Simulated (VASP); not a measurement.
Wanted: the native input for a VASP 6.6.1 run.

- Task: single point
- Functional: r2SCAN
- Potentials or basis: VASP PAW PBE potentials, release 64 (Os, Ba_sv, F)
- Cutoff: 520 eV
- k mesh: 5 × 5 × 5
- Occupations: gaussian, width 0.0264 eV
- Spin: no spin polarisation
- Dipole correction: no
- Further INCAR settings: ALGO = Normal; EDIFF = 1e-06; NBANDS = 28

The system is BaOsF3.

```xyz
5
Lattice="4.0751 0.0000 0.0000 0.0000 4.0751 0.0000 0.0000 0.0000 4.0751" Properties=species:S:1:pos:R:3 pbc="T T T"
Os    0.0000    0.0000    0.0000
Ba    2.0375    2.0375    2.0375
F     2.0375    0.0000    0.0000
F     0.0000    2.0375    0.0000
F     0.0000    0.0000    2.0375
```

The cell was built by a generator and needn't be a form met in nature.

These files were run (other wordings do the same):

POSCAR

```
BaOsF3
1.0
    4.0750628200      0.0000000000      0.0000000000
    0.0000000000      4.0750628200      0.0000000000
    0.0000000000      0.0000000000      4.0750628200
Os Ba F
1 1 3
Direct
    0.0000000000      0.0000000000      0.0000000000
    0.5000000000      0.5000000000      0.5000000000
    0.5000000000      0.0000000000      0.0000000000
    0.0000000000      0.5000000000      0.0000000000
    0.0000000000      0.0000000000      0.5000000000
```

INCAR.step1

```
ALGO = Normal
EDIFF = 1E-4
ENCUT = 520
GGA = PE
ISMEAR = 0
LASPH = True
LCHARG = False
LREAL = False
LWAVE = True
NBANDS = 28
NELM = 100
PREC = Accurate
SIGMA = 0.0264
```

INCAR.step2

```
ALGO = Normal
EDIFF = 1E-6
ENCUT = 520
ISIF = 2
ISMEAR = 0
ISTART = 1
LASPH = True
LCHARG = True
LELF = True
LMIXTAU = True
LREAL = False
LVHAR = True
LWAVE = False
METAGGA = R2SCAN
NBANDS = 28
NELM = 100
PREC = Accurate
SIGMA = 0.0264
```

KPOINTS

```
k-points
0
Gamma
  5 5 5
```

Potentials or basis: VASP PAW PBE potentials, release 64 (Os, Ba_sv, F).

Command:

```console
$ cat potpaw_PBE.64/Os/POTCAR potpaw_PBE.64/Ba_sv/POTCAR potpaw_PBE.64/F/POTCAR > POTCAR
$ cp INCAR.step1 INCAR
$ mpirun -np 1 vasp_std > vasp.out
$ cp INCAR.step2 INCAR
$ mpirun -np 1 vasp_std > vasp.out
```

Results of the run:

The pressure is 30.4 GPa and the band gap on the k mesh is none (metal or under the smearing width).

Caveat: a pressure of tens of GPa on the cell as given is suspect, and the run, the potentials or the cell itself is likely at fault; the PAW data sets were made with another functional, which shifts forces and pressure a little; an odd number of electrons without spin polarisation forces a metal; a magnetic or distorted state may lie lower.

It took 61 s on 1 thread of Intel(R) Xeon(R) Platinum 8259CL CPU @ 2.50GHz (Skylake/Cascade Lake), on a shared host, peak memory 0.18 GiB.
